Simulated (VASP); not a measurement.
Level of theory: revTPSS meta-GGA, VASP's PBE PAW potentials (set 64) (plane waves; VASP).

Input for VASP

**KPOINTS**
```
K-points
0
gamma
6 6 6
```

### POSCAR
```
SrCl2
1
    0.0000000000     3.5381581194     3.5381581194
    3.5381581194     0.0000000000     3.5381581194
    3.5381581194     3.5381581194     0.0000000000
Sr Cl
1 2
Direct
  0.0000000000   0.0000000000   0.0000000000
  0.2500000000   0.2500000000   0.2500000000
  0.7500000000   0.7500000000   0.7500000000
```

**INCAR**
```
SYSTEM = SrCl2
PREC = Accurate; ENCUT = 520; LREAL = .FALSE.
LASPH = .TRUE.
EDIFF = 1E-7; NELM = 100; ALGO = Normal
LMAXMIX = 4; LMIXTAU = .TRUE.
ISMEAR = 0; SIGMA = 0.05
METAGGA = RTPSS
ISIF = 2
LWAVE = .FALSE.; LCHARG = .FALSE.
```

POTCAR, in this order: Sr_sv Cl (PBE.64 set). Program: vasp_std.

What VASP printed:

**OSZICAR**
```
       N       E                     dE             d eps       ncg     rms          rms(c)
DAV:   1     0.183161523788E+03    0.18316E+03   -0.12006E+04   512   0.140E+03
DAV:   2     0.189103025223E+02   -0.16425E+03   -0.16120E+03   688   0.267E+02
DAV:   3     0.934875159284E+01   -0.95616E+01   -0.95564E+01   648   0.723E+01
DAV:   4     0.920475522731E+01   -0.14400E+00   -0.14399E+00   824   0.903E+00
DAV:   5     0.920382796575E+01   -0.92726E-03   -0.92726E-03   672   0.510E-01    0.941E+01
DAV:   6    -0.530450728644E+01   -0.14508E+02   -0.44564E+01   560   0.685E+01    0.233E+01
DAV:   7    -0.526430694176E+01    0.40200E-01   -0.16623E+00   776   0.132E+01    0.190E+01
DAV:   8    -0.507495505552E+01    0.18935E+00   -0.47967E-01   584   0.594E+00    0.104E+01
DAV:   9    -0.529011719676E+01   -0.21516E+00   -0.28614E-01   536   0.581E+00    0.500E+00
DAV:  10    -0.534727857871E+01   -0.57161E-01   -0.41830E-02   696   0.166E+00    0.296E-01
DAV:  11    -0.535283138199E+01   -0.55528E-02   -0.18548E-02   808   0.122E+00    0.930E-01
DAV:  12    -0.535730917632E+01   -0.44778E-02   -0.70699E-03   560   0.784E-01    0.295E-01
DAV:  13    -0.535923544562E+01   -0.19263E-02   -0.81092E-04   728   0.301E-01    0.125E-01
DAV:  14    -0.535938617911E+01   -0.15073E-03   -0.19358E-03   560   0.326E-01    0.101E-01
DAV:  15    -0.535985379420E+01   -0.46762E-03   -0.21340E-04   704   0.130E-01    0.196E-02
DAV:  16    -0.535985092720E+01    0.28670E-05   -0.16105E-05   616   0.393E-02    0.167E-02
DAV:  17    -0.535988290560E+01   -0.31978E-04   -0.24025E-05   576   0.494E-02    0.531E-03
DAV:  18    -0.535988307169E+01   -0.16609E-06   -0.93095E-07   760   0.927E-03    0.446E-03
DAV:  19    -0.535988357499E+01   -0.50331E-06   -0.83560E-07   616   0.797E-03    0.138E-03
DAV:  20    -0.535988389687E+01   -0.32188E-06   -0.14920E-07   520   0.340E-03    0.831E-04
DAV:  21    -0.535988386765E+01    0.29217E-07   -0.20556E-08   448   0.161E-03
   1 F= -.53598839E+01 E0= -.53598839E+01  d E =-.752711E-16
```

File OUTCAR:
```
------------------------ aborting loop because EDIFF is reached ----------------------------------------
  FORCE on cell =-STRESS in cart. coord.  units (eV):
  Direction    XX          YY          ZZ          XY          YZ          ZX
  --------------------------------------------------------------------------------------
  Total       -0.5016213     -0.5016213     -0.5016213     -0.0000000      0.0000000      0.0000000
  in kB       -9.0724547     -9.0724547     -9.0724547     -0.0000000      0.0000000      0.0000000
  external PRESSURE =      -9.0724547 kB  Pullay stress =       0.0000000 kB
  volume of cell :       88.59
      direct lattice vectors                 reciprocal lattice vectors
     0.000000000  3.538158119  3.538158119    -0.141316466  0.141316466  0.141316466
     3.538158119  0.000000000  3.538158119     0.141316466 -0.141316466  0.141316466
     3.538158119  3.538158119  0.000000000     0.141316466  0.141316466 -0.141316466
 POSITION                                       TOTAL-FORCE (eV/Angst)
 -----------------------------------------------------------------------------------
      0.00000      0.00000      0.00000         0.000000      0.000000      0.000000
      1.76908      1.76908      1.76908        -0.000000     -0.000000      0.000000
      5.30724      5.30724      5.30724         0.000000      0.000000     -0.000000
 -----------------------------------------------------------------------------------
    total drift:                               -0.000000     -0.000000      0.000000
  FREE ENERGIE OF THE ION-ELECTRON SYSTEM (eV)
  ---------------------------------------------------
  free  energy   TOTEN  =        -5.3598838677 eV

  energy  without entropy=       -5.3598838677  energy(sigma->0) =       -5.35988387
```
(Selected blocks of OUTCAR.)

The compound is SrCl2 in the fluorite structure. This cell is one point of a volume scan, at 1.03 of the reference volume.
